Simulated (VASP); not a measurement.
```
GaP
1.0
    0.00000     2.65030     2.65030
    2.65030     0.00000     2.65030
    2.65030     2.65030     0.00000
Ga P
1 1
Direct
  0.00000   0.00000   0.00000
  0.25000   0.25000   0.25000
```

These are PBE GGA, VASP's PBE PAW potentials (set 64) (plane waves; VASP) values and carry that method's errors. Run with PREC = Normal, 500 eV cut-off, 4×4×4 Γ-centred mesh, Gaussian smearing of 0.010 eV, potentials Ga_d_GW P_GW.

Give the stress tensor in GPa (positive for a compressed cell).

```
11.68   0.00   0.00
 0.00  11.68   0.00
 0.00   0.00  11.68
```
The pressure is its mean diagonal, 11.68 GPa.

The compound is GaP in the zinc blende structure. This cell is one point of a volume scan, at 0.92 of the reference volume. The k-mesh is coarse (spacing up to 0.51 per Å, 2π included), so the numbers may not be converged in it.
